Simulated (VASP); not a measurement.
# LuTiO (P4/nmm) in VASP: notebook

One crystal, LuTiO, is run at these levels: revPBE, r2SCAN+U, r2SCAN; tasks: relaxation of cell and atoms, single point.

Everything below comes from runs of VASP 6.6.1. Logs are shortened: lines on timing, memory, paths and dates and some standing lists are left out, and cuts for length are marked.

### 1 The structure

Symmetry: P4/nmm, No. 129, tetragonal system. The conventional cell has a = 3.322 Å, b = 3.322 Å, c = 7.912 Å, α = 90.00°, β = 90.00°, γ = 90.00°. Lu (site symmetry 4mm) is surrounded by 4 O at 1.90 Å. Ti (site symmetry 4mm) is surrounded by 4 Lu at 2.85 Å and 4 O at 3.03 Å. O (site symmetry -4m2) has 4 Lu at 1.90 Å as nearest neighbours.

The cell was built by a generator and needn't be a form met in nature.

### 2 Relaxation of cell and atoms, revPBE

Contents of INCAR:

```
SYSTEM = LuTiO
PREC = Accurate
ENCUT = 600
EDIFF = 1E-6
ISMEAR = -1
SIGMA = 0.1
LREAL = .FALSE.
LASPH = .TRUE.
NELM = 60
ALGO = Normal
ISIF = 3
LWAVE = .FALSE.
LCHARG = .FALSE.
GGA = RE
IBRION = 2
NSW = 60
EDIFFG = -0.01
```

Contents of KPOINTS:

```
regular mesh
0
G
  5 5 3
  0 0 0
```

Contents of POSCAR:

```
LuTiO
1.0
    3.3222850000      0.0000000000      0.0000000000
    0.0000000000      3.3222850000      0.0000000000
    0.0000000000      0.0000000000      7.9120060000
Lu Ti O
2 2 2
Direct
    0.7500000000      0.7500000000      0.3838600000
    0.2500000000      0.2500000000      0.6161400000
    0.2500000000      0.2500000000      0.1791800000
    0.7500000000      0.7500000000      0.8208200000
    0.7500000000      0.2500000000      0.5000000000
    0.2500000000      0.7500000000      0.5000000000
```

Potentials or basis: VASP PAW PBE potentials, release 64 (Lu, Ti_sv, O).

Launch:

```sh
> cat potpaw_PBE.64/Lu/POTCAR potpaw_PBE.64/Ti_sv/POTCAR potpaw_PBE.64/O/POTCAR > POTCAR
> mpirun -np 1 vasp_std > vasp.out
```

OUTCAR:

```text
SYSTEM = LuTiO
   PREC = Accurate
   ENCUT = 600
   EDIFF = 1E-6
   ISMEAR = -1
   LREAL = .FALSE.
   LASPH = .TRUE.
   NELM = 60
   ISIF = 3
   GGA = RE
   IBRION = 2
   NSW = 60
   EDIFFG = -0.01

 ion  position               nearest neighbor table
   1  0.750  0.750  0.384-   5 1.90   6 1.90   5 1.90   6 1.90   3 2.85   3 2.85   3 2.85   3 2.85
                             2 2.98   2 2.98   2 2.98   2 2.98
   2  0.250  0.250  0.616-   5 1.90   6 1.90   6 1.90   5 1.90   4 2.85   4 2.85   4 2.85   4 2.85
                             1 2.98   1 2.98   1 2.98   1 2.98
   3  0.250  0.250  0.179-   1 2.85   1 2.85   1 2.85   1 2.85
   4  0.750  0.750  0.821-   2 2.85   2 2.85   2 2.85   2 2.85
   5  0.750  0.250  0.500-   1 1.90   2 1.90   1 1.90   2 1.90
   6  0.250  0.750  0.500-   1 1.90   2 1.90   2 1.90   1 1.90

  LATTYP: Found a simple tetragonal cell.
 ALAT       =     3.3222850000
 C/A-ratio  =     2.3814952661

  Lattice vectors:

 A1 = (   3.3222850000,   0.0000000000,   0.0000000000)
 A2 = (   0.0000000000,   3.3222850000,   0.0000000000)
 A3 = (   0.0000000000,   0.0000000000,   7.9120060000)

Analysis of symmetry for initial positions (statically):
=====================================================================
 Subroutine PRICEL returns:
 Original cell was already a primitive cell.

 Routine SETGRP: Setting up the symmetry group for a
 simple tetragonal supercell.

 Subroutine GETGRP returns: Found 16 space group operations
 (whereof  4 operations were pure point group operations)
 out of a pool of 16 trial point group operations.

The static configuration has the point symmetry C_2h.
 The point group associated with its full space group is D_4h.

Analysis of symmetry for dynamics (positions and initial velocities):
=====================================================================
 Subroutine PRICEL returns:
 Original cell was already a primitive cell.

 Routine SETGRP: Setting up the symmetry group for a
 simple tetragonal supercell.

 Subroutine GETGRP returns: Found 16 space group operations
 (whereof  4 operations were pure point group operations)
 out of a pool of 16 trial point group operations.

The dynamic configuration has the point symmetry C_2h.
 The point group associated with its full space group is D_4h.

 Subroutine INISYM returns: Found 16 space group operations
 (whereof  4 operations are pure point group operations),
 and found     1 'primitive' translations

----------------------------------------------------------------------------------------

                                     Primitive cell

  volume of cell :      87.3294

  direct lattice vectors                    reciprocal lattice vectors
     3.322285000  0.000000000  0.000000000     0.300997657  0.000000000  0.000000000
     0.000000000  3.322285000  0.000000000     0.000000000  0.300997657  0.000000000
     0.000000000  0.000000000  7.912006000     0.000000000  0.000000000  0.126390197

  length of vectors
     3.322285000  3.322285000  7.912006000     0.300997657  0.300997657  0.126390197

  position of ions in fractional coordinates (direct lattice)
     0.750000000  0.750000000  0.383860000
     0.250000000  0.250000000  0.616140000
     0.250000000  0.250000000  0.179180000
     0.750000000  0.750000000  0.820820000
     0.750000000  0.250000000  0.500000000
     0.250000000  0.750000000  0.500000000

  ion indices of the primitive-cell ions
   primitive index   ion index
                 1           1
                 2           2
                 3           3
                 4           4
                 5           5
                 6           6

----------------------------------------------------------------------------------------

 KPOINTS: regular mesh

Automatic generation of k-mesh.
 Grid dimensions read from file:
 generate k-points for:    5    5    3

 Generating k-lattice:

  Cartesian coordinates                     Fractional coordinates (reciprocal lattice)
     0.060199531  0.000000000  0.000000000     0.200000000  0.000000000  0.000000000
     0.000000000  0.060199531  0.000000000     0.000000000  0.200000000  0.000000000
     0.000000000  0.000000000  0.042130066     0.000000000  0.000000000  0.333333333

  Length of vectors
     0.060199531  0.060199531  0.042130066

  Shift w.r.t. Gamma in fractional coordinates (k-lattice)
     0.000000000  0.000000000  0.000000000

 Subroutine IBZKPT returns following result:
 ===========================================

 Found     12 irreducible k-points:

 Following reciprocal coordinates:
            Coordinates               Weight
  0.000000  0.000000  0.000000      1.000000
  0.200000  0.000000  0.000000      4.000000
  0.400000  0.000000  0.000000      4.000000
  0.200000  0.200000  0.000000      4.000000
  0.400000  0.200000  0.000000      8.000000
  0.400000  0.400000  0.000000      4.000000
  0.000000  0.000000  0.333333      2.000000
  0.200000  0.000000  0.333333      8.000000
  0.400000  0.000000  0.333333      8.000000
  0.200000  0.200000  0.333333      8.000000
  0.400000  0.200000  0.333333     16.000000
  0.400000  0.400000  0.333333      8.000000
   k-points           NKPTS =     12   k-points in BZ     NKDIM =     12   number of bands    NBANDS=     51
   number of dos      NEDOS =    301   number of ions     NIONS =      6
   total plane-waves  NPLWV =  50176
   dimension x,y,z NGX =    28 NGY =   28 NGZ =   64
   dimension x,y,z NGXF=    56 NGYF=   56 NGZF=  128
   ions per type =               2   2   2
   NGX,Y,Z   is equivalent  to a cutoff of  14.01, 14.01, 13.45 a.u.
   NGXF,Y,Z  is equivalent  to a cutoff of  28.02, 28.02, 26.90 a.u.
 SYSTEM =  LuTiO
   PREC   = accura    normal or accurate (medium, high low for compatibility)
   ISTART =      0    job   : 0-new  1-cont  2-samecut
   ICHARG =      2    charge: 1-file 2-atom 10-const
   ISPIN  =      1    spin polarized calculation?
   LNONCOLLINEAR =      F non collinear calculations
   LSORBIT =      F    spin-orbit coupling
   LASPH  =      T    aspherical Exc in radial PAW
   ENCUT  =  600.0 eV  44.10 Ry    6.64 a.u.   6.64  6.64 15.80*2*pi/ulx,y,z
   NELM   =     60;   NELMIN=  2; NELMDL= -5     # of ELM steps
   EDIFF  = 0.1E-05   stopping-criterion for ELM
   LREAL  =      F    real-space projection
   EDIFFG = -.1E-01   stopping-criterion for IOM
   NSW    =     60    number of steps for IOM
   IBRION =      2    ionic relax: 0-MD 1-quasi-New 2-CG
   NFREE  =      1    steps in history (QN), initial steepest desc. (CG)
   ISIF   =      3    stress and relaxation
   ISYM   =      2    0-nonsym 1-usesym 2-fastsym
   POTIM  = 0.5000    time-step for ionic-motion
   TEBEG  =    0.0;   TEEND  =   0.0 temperature during run
   PSTRESS=    0.0 pullay stress
   NELECT =      86.0000    total number of electrons
   NUPDOWN=      -1.0000    fix difference up-down
   EMIN   =  10.00;   EMAX   =-10.00  energy-range for DOS
   EFERMI =   0.00;   METHOD = LEGACY
   ISMEAR =    -1;   SIGMA  =   0.10  broadening in eV -4-tet -1-fermi 0-gaus
   EFERMI_NEDOS =   21; number of points for ismear=-14 and -15
   IALGO  =     38    algorithm
   IMIX   =      4    mixing-type and parameters
     AMIX     =   0.40;   BMIX     =  1.00
     AMIX_MAG =   1.60;   BMIX_MAG =  1.00
  volume/ion in A,a.u.               =      14.55        98.22
  Fermi-wavevector in a.u.,A,eV,Ry     =   1.628749  3.077890 36.093857  2.652824
  Thomas-Fermi vector in A             =   2.721329
   LORBIT       =      0    0 simple, 1 ext, 2 COOP (PROOUT), +10 PAW based schemes
   GGA     = RE    functional components
   LHFCALC =     F    Hartree Fock is set to
   AEXX    =    0.0000 exact exchange contribution
   IVDW    =     0    specifies the selected vdW correction
   LEPSILON=     F    determine dielectric tensor
   LRPA    =     F    only Hartree local field effects (RPA)
 conjugate gradient relaxation of ions
 non-spin polarized calculation
  energy-cutoff  :      600.00
  volume of cell :       87.33
 maximum number of plane-waves:      2943
 NGX is ok and might be reduce to    28
   NGX = 13   NGY = 13   NGZ = 31

--------------------------------------- Ionic step        1  -------------------------------------------

 number of electron      85.9999984 magnetization

 Free energy of the ion-electron system (eV)
  ---------------------------------------------------
  ext. energy  EPLUGINS =         0.00000000
  ---------------------------------------------------
  free energy    TOTEN  =       -30.09936233 eV

  energy without entropy =      -29.82229846  energy(sigma->0) =      -29.96083040

------------------------ aborting loop because EDIFF is reached ----------------------------------------

  FORCE on cell =-STRESS in cart. coord.  units (eV):
  Direction    XX          YY          ZZ          XY          YZ          ZX
  --------------------------------------------------------------------------------------
  -------------------------------------------------------------------------------------
  Total       44.9950824     44.9950824     35.6045195      0.0000000      0.0000000      0.0000000
  in kB      825.4965352    825.4965352    653.2137719      0.0000000      0.0000000      0.0000000
  external PRESSURE =     768.0689474 kB  Pullay stress =       0.0000000 kB
[... 101 lines left out ...]
  FREE ENERGIE OF THE ION-ELECTRON SYSTEM (eV)
  ---------------------------------------------------
  free  energy   TOTEN  =       -37.8021877033 eV

  energy  without entropy=      -37.4266851018  energy(sigma->0) =      -37.61443640

 E-fermi :   3.4271     XC(G=0):  -9.7487

 val. band max:        3.3658323285   @ k =   0.2000   0.2000   0.0000
 cond. band min:       3.4373707536   @ k =   0.4000   0.2000   0.3333
 fundamental gap:      0.0715384251
 Fermi energy:         3.4271361290

 k-point     1 :       0.0000    0.0000    0.0000
  band No.  band energies     occupation
      1     -54.3386      2.00000
      2     -54.3320      2.00000
      3     -52.9630      2.00000
      4     -52.9316      2.00000
      5     -30.5258      2.00000
      6     -30.5170      2.00000
[... 637 lines left out ...]
     50       4.9761      0.00000
     51       5.0045      0.00000

 E-fermi :   3.9649     XC(G=0): -10.1121

 val. band max:        3.9088784262   @ k =   0.2000   0.2000   0.3333
 cond. band min:       3.9654576629   @ k =   0.4000   0.2000   0.3333
 fundamental gap:      0.0565792367
 Fermi energy:         3.9649161515

 k-point     1 :       0.0000    0.0000    0.0000
  band No.  band energies     occupation
      1     -53.6053      2.00000
      2     -53.5797      2.00000
      3     -52.3799      2.00000
      4     -52.3307      2.00000
      5     -29.7943      2.00000
      6     -29.7943      2.00000
[... 637 lines left out ...]
     50       5.8046      0.00000
     51       5.8369      0.00000

[... ionic steps 4 to 25 ...]

--------------------------------------- Ionic step       26  -------------------------------------------

 number of electron      86.0000019 magnetization

------------------------ aborting loop because EDIFF is reached ----------------------------------------
[... 75 lines left out ...]
--------------------------------------- Ionic step       28  -------------------------------------------

 number of electron      86.0000017 magnetization

 Free energy of the ion-electron system (eV)
  ---------------------------------------------------
  ext. energy  EPLUGINS =         0.00000000
  ---------------------------------------------------
  free energy    TOTEN  =       -42.68804613 eV

  energy without entropy =      -42.48941569  energy(sigma->0) =      -42.58873091

 E-fermi :   4.2049     XC(G=0): -10.4191

 val. band max:        4.1845431088   @ k =   0.2000   0.2000   0.0000
 cond. band min:       4.2071911380   @ k =   0.2000   0.2000   0.0000
 fundamental gap:      0.0226480292
 Fermi energy:         4.2048763887

 k-point     1 :       0.0000    0.0000    0.0000
  band No.  band energies     occupation
      1     -52.8050      2.00000
      2     -52.6802      2.00000
      3     -51.7850      2.00000
      4     -51.7609      2.00000
      5     -29.1102      2.00000
      6     -29.0736      2.00000
[... 670 lines left out ...]
  FREE ENERGIE OF THE ION-ELECTRON SYSTEM (eV)
  ---------------------------------------------------
  free  energy   TOTEN  =       -42.6880461310 eV

  energy  without entropy=      -42.4894156897  energy(sigma->0) =      -42.58873091

 reached required accuracy - stopping structural energy minimisation
```

Wall time 22 min (1 thread of Intel Xeon 6975P-C (Granite Rapids), shared host); peak memory 0.27 GiB.

Results:

| Quantity | Value |
| --- | --- |
| Free energy | -42.6880 eV |
| Relaxed volume | 19.12 Å³/atom |
| Relaxed cell | a = 3.806 Å, b = 3.806 Å, c = 7.918 Å, α = 90.00°, β = 90.00°, γ = 90.00° |
| Space group after relaxing (to 0.05 Å) | P4/nmm (No. 129) |
| Energy gained by relaxing | 2098.1 meV/atom |
| Ionic steps | 28 |
| Pressure after relaxing | 0.0 GPa |
| Largest force after relaxing | 0.007 eV/Å |
| Band gap on the k mesh | 0.02 eV, direct |

Forces on the atoms (eV/Å):
```
Lu   0.000  0.000  0.007
Lu   0.000  0.000 -0.007
Ti   0.000  0.000  0.005
Ti   0.000  0.000 -0.005
O    0.000  0.000  0.000
O    0.000  0.000  0.000
```

The path:
```csv
step,energy change (eV),largest force (eV/Å),pressure (GPa),volume (Å³)
1,0.0000,10.2012,76.81,87.33
2,2.1152,4.2641,-18.63,208.31
3,-7.7028,3.7535,-4.83,126.75
4,-7.8676,3.2821,-1.92,122.46
5,-7.9227,3.1291,1.64,118.26
6,-9.1126,2.6947,-1.54,124.04
7,-9.9429,2.1444,-4.76,134.40
8,-10.8867,2.6879,1.94,123.62
9,-11.0278,3.9415,8.00,117.66
10,-11.3807,3.6666,7.46,116.93
11,-12.1265,2.3449,6.17,114.77
12,-11.1682,2.3236,4.44,110.51
13,-12.2544,1.4792,5.80,113.76
14,-12.4382,0.6824,1.25,117.51
15,-12.4785,0.1502,-1.73,120.43
16,-12.5130,0.1627,-1.48,119.55
17,-12.5677,0.1952,-0.36,116.96
18,-12.5700,0.2518,-0.14,116.32
19,-12.5753,0.2226,-0.09,115.98
20,-12.5847,0.1375,0.05,114.97
21,-12.5745,0.3534,0.45,112.95
22,-12.5858,0.1160,0.18,114.48
23,-12.5881,0.0467,0.01,114.70
24,-12.5885,0.0099,-0.10,114.83
25,-12.5886,0.0337,0.04,114.60
26,-12.5886,0.0290,0.06,114.64
27,-12.5886,0.0244,0.04,114.67
28,-12.5887,0.0068,-0.03,114.69
```

Final structure:
```
Lu Ti O
1.0
     3.80591    0.00000    0.00000
     0.00000    3.80591    0.00000
     0.00000    0.00000    7.91819
Lu Ti O
2 2 2
Direct
  0.75000 0.75000 0.36097
  0.25000 0.25000 0.63903
  0.25000 0.25000 0.04634
  0.75000 0.75000 0.95366
  0.75000 0.25000 0.50000
  0.25000 0.75000 0.50000
```

Levels at points of the mesh, in eV from the valence-band top:
| k point | band 40 | band 41 | band 42 | band 43 | band 44 | band 45 | band 46 | band 47 |
| --- | --- | --- | --- | --- | --- | --- | --- | --- |
| (0.00, 0.00, 0.00) | -1.42 | -1.28 | -0.46 | -0.25 | 0.61 | 0.61 | 1.08 | 1.72 |

Caveat: the volume moved by over 15 % at a fixed basis, so the end points are rough; the PAW data sets were made with another functional, which shifts forces and pressure a little; spin-orbit coupling is left out, which moves the levels of the heavy elements; an odd mesh through Γ misses points on the zone boundary, where band edges often lie.

(Part 1 of 2 ends here.)
